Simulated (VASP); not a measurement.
Given:

```
Li2Se
1.0
    0.00000     3.00000     3.00000
    3.00000     0.00000     3.00000
    3.00000     3.00000     0.00000
Li Se
2 1
Direct
  0.25000   0.25000   0.25000
  0.75000   0.75000   0.75000
  0.00000   0.00000   0.00000
```

Method: r2SCAN meta-GGA, VASP's PBE PAW potentials (set 64) (plane waves; VASP 6.6.1). Settings: 520 eV cut-off, 7×7×7 Γ-centred mesh, Gaussian smearing of 0.050 eV, potentials Li_sv Se.

Q: The ions, cell shape and volume are relaxed. What does this cell relax into?

A: 
```
Li2Se
1.0
    0.00000     2.98916     2.98916
    2.98916     0.00000     2.98916
    2.98916     2.98916     0.00000
Li Se
2 1
Cartesian
  1.49458   1.49458   1.49458
  4.48374   4.48374   4.48374
  0.00000   0.00000   0.00000
```
Space group Fm-3m (225), at a tolerance of 0.03 Å.

Q: How do energy and volume change from the first to the last step?

A: The energy (σ→0) changes by -0.3 meV/atom and the volume by -1.1 %, in 3 ionic steps.

The compound is Li2Se in the antifluorite structure. This run relaxes it. Symmetry was kept, so distortions that lower it aren't found.
